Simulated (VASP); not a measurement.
Output of a VASP run:

OSZICAR:
```
...
DAV:  16    -0.105490623943E+03    0.45694E-02   -0.28245E-03   512   0.327E-01    0.892E-01
DAV:  17    -0.105487827784E+03    0.27962E-02   -0.14671E-01   560   0.204E+00    0.735E-01
DAV:  18    -0.105494145621E+03   -0.63178E-02   -0.52019E-03   496   0.425E-01    0.715E-01
DAV:  19    -0.105495012389E+03   -0.86677E-03   -0.34081E-03   496   0.393E-01    0.736E-01
DAV:  20    -0.105493685243E+03    0.13271E-02   -0.23197E-03   496   0.263E-01    0.642E-01
DAV:  21    -0.105492984052E+03    0.70119E-03   -0.33242E-04   544   0.117E-01    0.601E-01
DAV:  22    -0.105490223128E+03    0.27609E-02   -0.13508E-03   536   0.200E-01    0.504E-01
DAV:  23    -0.105491406231E+03   -0.11831E-02   -0.15268E-03   496   0.227E-01    0.422E-01
DAV:  24    -0.105491457122E+03   -0.50890E-04   -0.60969E-05   512   0.452E-02    0.425E-01
DAV:  25    -0.105491464804E+03   -0.76828E-05   -0.93120E-06   480   0.180E-02    0.425E-01
DAV:  26    -0.105491145851E+03    0.31895E-03   -0.56320E-05   520   0.366E-02    0.400E-01
DAV:  27    -0.105491191366E+03   -0.45515E-04   -0.40459E-06   440   0.110E-02    0.403E-01
DAV:  28    -0.105491090113E+03    0.10125E-03   -0.33122E-06   444   0.915E-03    0.396E-01
DAV:  29    -0.105490763377E+03    0.32674E-03   -0.41345E-05   576   0.411E-02    0.379E-01
DAV:  30    -0.105490706750E+03    0.56626E-04   -0.23978E-05   568   0.384E-02    0.371E-01
DAV:  31    -0.105490339814E+03    0.36694E-03   -0.23786E-04   584   0.918E-02    0.326E-01
DAV:  32    -0.105489786867E+03    0.55295E-03   -0.10245E-03   588   0.164E-01    0.203E-01
DAV:  33    -0.105489607385E+03    0.17948E-03   -0.44718E-04   576   0.105E-01    0.118E-01
DAV:  34    -0.105489624420E+03   -0.17035E-04   -0.19311E-04   584   0.703E-02    0.601E-02
DAV:  35    -0.105489623143E+03    0.12775E-05   -0.21906E-05   552   0.269E-02    0.454E-02
DAV:  36    -0.105489627115E+03   -0.39720E-05   -0.13890E-05   448   0.168E-02    0.284E-02
DAV:  37    -0.105489632422E+03   -0.53074E-05   -0.11173E-05   456   0.163E-02    0.160E-02
DAV:  38    -0.105489641990E+03   -0.95681E-05   -0.88882E-06   456   0.144E-02    0.483E-03
DAV:  39    -0.105489644806E+03   -0.28157E-05   -0.68735E-07   360   0.517E-03    0.277E-03
DAV:  40    -0.105489646744E+03   -0.19378E-05   -0.99310E-07   276   0.441E-03    0.177E-03
DAV:  41    -0.105489647023E+03   -0.27922E-06   -0.13209E-07   264   0.252E-03
   1 F= -.10548965E+03 E0= -.10548965E+03  d E =-.105490E+03
       N       E                     dE             d eps       ncg     rms          rms(c)
DAV:   1    -0.105495525183E+03   -0.58784E-02   -0.14094E-01   596   0.263E+00    0.489E-01
DAV:   2    -0.105491353427E+03    0.41718E-02   -0.72135E-03   520   0.416E-01    0.204E-01
DAV:   3    -0.105490590852E+03    0.76257E-03   -0.23375E-03   576   0.234E-01    0.919E-02
DAV:   4    -0.105490583486E+03    0.73660E-05   -0.24644E-04   488   0.108E-01    0.360E-02
DAV:   5    -0.105490575480E+03    0.80060E-05   -0.18539E-04   488   0.888E-02    0.939E-03
DAV:   6    -0.105490637087E+03   -0.61607E-04   -0.84948E-05   488   0.578E-02    0.596E-03
DAV:   7    -0.105490648037E+03   -0.10950E-04   -0.88583E-06   432   0.164E-02    0.387E-03
DAV:   8    -0.105490650376E+03   -0.23389E-05   -0.89977E-07   340   0.611E-03    0.186E-03
DAV:   9    -0.105490648480E+03    0.18959E-05   -0.10131E-06   320   0.652E-03    0.101E-03
DAV:  10    -0.105490650212E+03   -0.17312E-05   -0.28738E-07   304   0.405E-03    0.278E-04
DAV:  11    -0.105490649835E+03    0.37635E-06   -0.10824E-07   300   0.225E-03
   2 F= -.10549065E+03 E0= -.10549065E+03  d E =-.100281E-02
```

### OUTCAR
```
------------------------ aborting loop because EDIFF is reached ----------------------------------------
  FORCE on cell =-STRESS in cart. coord.  units (eV):
  Direction    XX          YY          ZZ          XY          YZ          ZX
  --------------------------------------------------------------------------------------
  Total       -0.1267372     -0.1267372     -0.1267372     -0.0000000     -0.0000000      0.0000000
  in kB       -0.5926806     -0.5926806     -0.5926806     -0.0000000     -0.0000000      0.0000000
  external PRESSURE =      -0.5926806 kB  Pullay stress =       0.0000000 kB
  volume of cell :      342.61
      direct lattice vectors                 reciprocal lattice vectors
    -0.000000000  5.553771064  5.553771064    -0.090028918  0.090028918  0.090028918
     5.553771064 -0.000000000  5.553771064     0.090028918 -0.090028918  0.090028918
     5.553771064  5.553771064 -0.000000000     0.090028918  0.090028918 -0.090028918
 POSITION                                       TOTAL-FORCE (eV/Angst)
 -----------------------------------------------------------------------------------
      5.55377      2.77689      8.33066         0.000000     -0.000000     -0.000000
      8.33066      5.55377      8.33066         0.000000     -0.000000     -0.000000
      5.55377      8.33066      8.33066        -0.000000     -0.000000     -0.000000
      2.77689      5.55377      8.33066         0.000000     -0.000000     -0.000000
      2.77689      2.77689      5.55377         0.000000     -0.000000     -0.000000
      8.33066      8.33066     11.10754         0.000000     -0.000000     -0.000000
      5.55377      5.55377     11.10754         0.000000     -0.000000     -0.000000
      2.77689      2.77689      2.77689        -0.000000     -0.000000     -0.000000
      8.33066      8.33066      8.33066        -0.000000     -0.000000     -0.000000
      2.52217      5.55377      5.55377         0.019346     -0.000000     -0.000000
      8.58537      5.55377      5.55377        -0.019346     -0.000000     -0.000000
      5.55377      2.52217      5.55377         0.000000      0.019346     -0.000000
      5.55377      8.58537      5.55377         0.000000     -0.019346     -0.000000
      5.55377      5.55377      2.52217         0.000000     -0.000000      0.019346
      5.55377      5.55377      8.58537         0.000000     -0.000000     -0.019346
 -----------------------------------------------------------------------------------
    total drift:                               -0.000000      0.000000      0.000000
  FREE ENERGIE OF THE ION-ELECTRON SYSTEM (eV)
  ---------------------------------------------------
  free  energy   TOTEN  =      -105.4906498353 eV

  energy  without entropy=     -105.4906498353  energy(sigma->0) =     -105.49064984

 reached required accuracy - stopping structural energy minimisation
```
(Selected blocks of OUTCAR.)

POSCAR:
```
Na6MgCl8
1
   -0.0000000000     5.5595925296     5.5595925296
    5.5595925296    -0.0000000000     5.5595925296
    5.5595925296     5.5595925296     0.0000000000
Na Mg Cl
6 1 8
Direct
  0.5000000000   0.0000000000   1.0000000000
  0.5000000000   0.0000000000   0.5000000000
  1.0000000000   0.5000000000   0.5000000000
  0.0000000000   0.5000000000   1.0000000000
  0.5000000000   0.5000000000   1.0000000000
  0.0000000000   0.0000000000   0.5000000000
  1.0000000000   0.0000000000   1.0000000000
  0.2500000000   0.2500000000   0.2500000000
  0.7500000000   0.7500000000   0.7500000000
  0.7729796398   0.2270203602   0.2270203602
  0.2270203602   0.7729796398   0.7729796398
  0.2270203602   0.7729796398   0.2270203602
  0.7729796398   0.2270203602   0.7729796398
  0.2270203602   0.2270203602   0.7729796398
  0.7729796398   0.7729796398   0.2270203602
```

Q: Reconstruct the remaining input files.

A: Several could match; the one computed here: the input of the run itself, r2SCAN meta-GGA, plane waves, VASP's PBE PAW potentials (set 64).

### INCAR
```
! general
SYSTEM =Na6MgCl8
PREC   =Accurate
ENCUT  =400   ! plane-wave cut-off (eV)
LREAL  =Auto
LASPH  =.TRUE.

! electronic loop
EDIFF  =1E-6
NELM   =100
ALGO   =Normal
LMIXTAU=.TRUE.

! smearing
ISMEAR =0
SIGMA  =0.05

! functional
METAGGA=R2SCAN

! ions
IBRION =2   ! conjugate gradients
NSW    =60   ! most ionic steps
ISIF   =3   ! ions, shape and volume
EDIFFG =-0.02   ! ionic stop

! output
LWAVE  =.FALSE.
LCHARG =.FALSE.
```

### KPOINTS
```
K-points
0
gamma
 3 3 3
```

POTCAR, in this order: Na_pv Mg Cl (PBE.64 set). Program: vasp_std.

The structure comes from a computed database's Na6MgCl8 entry (Fm-3m); how it stands against other phases isn't given here. This run relaxes it. Symmetry was kept, so distortions that lower it aren't found. The start is the result of an earlier pass.
